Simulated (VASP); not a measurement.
```xyz
2
Lattice="0.0000 2.4159 2.4159 2.4159 0.0000 2.4159 2.4159 2.4159 0.0000" Properties=species:S:1:pos:R:3 pbc="T T T"
Mg     0.0000     0.0000     0.0000
Se     2.4159     2.4159     2.4159
```

Calculation: LDA (Ceperley-Alder, Perdew-Zunger), VASP's LDA PAW potentials (set 64) (plane waves; VASP). Run with 500 eV cut-off, 9×9×9 Γ-centred mesh, Gaussian smearing of 0.050 eV, potentials Mg Se.

### Question
Predict the energy per atom (σ→0), pressure.

### Answer

| Quantity | Result |
|---|---|
| energy per atom (σ→0) | -3.728 eV/atom |
| pressure | 44.90 GPa |

The compound is MgSe in the rock salt structure. It was relaxed first under an external pressure of 45 GPa.
